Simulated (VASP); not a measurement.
Level of theory: TPSS meta-GGA, VASP's PBE PAW potentials (set 64) (plane waves; VASP 6.6.1).

VASP input:

### INCAR
```
SYSTEM  =  PdIn
PREC  =  Accurate; ENCUT  =  400; LREAL  =  .FALSE.
LASPH  =  .TRUE.
EDIFF  =  1E-6; NELM  =  100; ALGO  =  Normal
LMAXMIX  =  4; LMIXTAU  =  .TRUE.
ISMEAR  =  1; SIGMA  =  0.1
METAGGA  =  TPSS
ISIF  =  2
LWAVE  =  .FALSE.; LCHARG  =  .FALSE.
```

KPOINTS:
```
Regular mesh
0
gamma
  10 10 10
```

**POSCAR**
```
PdIn
1
    3.3150000000     0.0000000000     0.0000000000
    0.0000000000     3.3150000000     0.0000000000
    0.0000000000     0.0000000000     3.3150000000
In Pd
1 1
Direct
  0.5000000000   0.5000000000   0.5000000000
  0.0000000000   0.0000000000   0.0000000000
```

POTCAR, in this order: In_d Pd (PBE.64 set). Program: vasp_std.

Unless said otherwise, spin-orbit coupling is left out, though it shifts the bands of the heavy elements here.

Task: Estimate the energy per atom (σ→0), pressure, band gap (on the k-mesh).

Result: 
```
Quantity                                                    Result
------------------------  ----------------------------------------
energy per atom (σ→0)                              -12.748 eV/atom
band gap (on the k-mesh)  none (metal, semimetal or under 0.01 eV)
pressure                                                 -4.53 GPa
```

OSZICAR:
```
...
DAV:  11    -0.254921250681E+02   -0.26454E-01   -0.14420E-02  2023   0.166E+00    0.152E-01
DAV:  12    -0.254952707039E+02   -0.31456E-02   -0.44486E-03  2149   0.105E+00    0.692E-02
DAV:  13    -0.254950785966E+02    0.19211E-03   -0.84213E-04  1967   0.478E-01    0.356E-02
DAV:  14    -0.254954003622E+02   -0.32177E-03   -0.19683E-04  2023   0.246E-01    0.118E-02
DAV:  15    -0.254954024338E+02   -0.20716E-05   -0.47502E-06  2156   0.333E-02    0.689E-03
DAV:  16    -0.254954010705E+02    0.13633E-05   -0.14898E-06  1601   0.120E-02    0.195E-03
DAV:  17    -0.254954016860E+02   -0.61556E-06   -0.61692E-07  1001   0.918E-03
   1 F= -.25495402E+02 E0= -.25495126E+02  d E =-.827923E-03
```

The compound is PdIn in the CsCl type structure. The cell was not relaxed at this level. The run is one of a series of settings (GGA removed, LMIXTAU = .TRUE., METAGGA = TPSS against the base run), some of them coarse on purpose. The electron count is odd and the run is not spin-polarised, which forces a metal.
